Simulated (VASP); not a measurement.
Given:

```xyz
3
Lattice="0.0000 3.0882 3.0882 3.0882 0.0000 3.0882 3.0882 3.0882 0.0000" Properties=species:S:1:pos:R:3 pbc="T T T"
Ba     3.0882     0.0000     3.0882
F      1.5441     1.5441     1.5441
F      4.6323     4.6323     4.6323
```

Computed with SCAN meta-GGA, VASP's PBE PAW potentials (set 64) (plane waves; VASP). Settings: 520 eV cut-off, 6×6×6 Γ-centred mesh, Gaussian smearing of 0.050 eV, potentials Ba_sv F.

Problem. The ions, cell shape and volume are relaxed. Which structure does the run end with?

Solution. 
```xyz
3
Lattice="0.0000 3.1049 3.1049 3.1049 0.0000 3.1049 3.1049 3.1049 0.0000" Properties=species:S:1:pos:R:3 pbc="T T T"
Ba     0.0000     0.0000     0.0000
F      1.5524     1.5524     1.5524
F      4.6573     4.6573     4.6573
```
Space group Fm-3m (225), at a tolerance of 0.03 Å.

Problem. How do energy and volume change from the first to the last step?

Solution. The energy (σ→0) changes by -1.1 meV/atom and the volume by +1.6 %, in 3 ionic steps.

The compound is BaF2 in the fluorite structure. This run relaxes it. Symmetry was kept, so distortions that lower it aren't found.
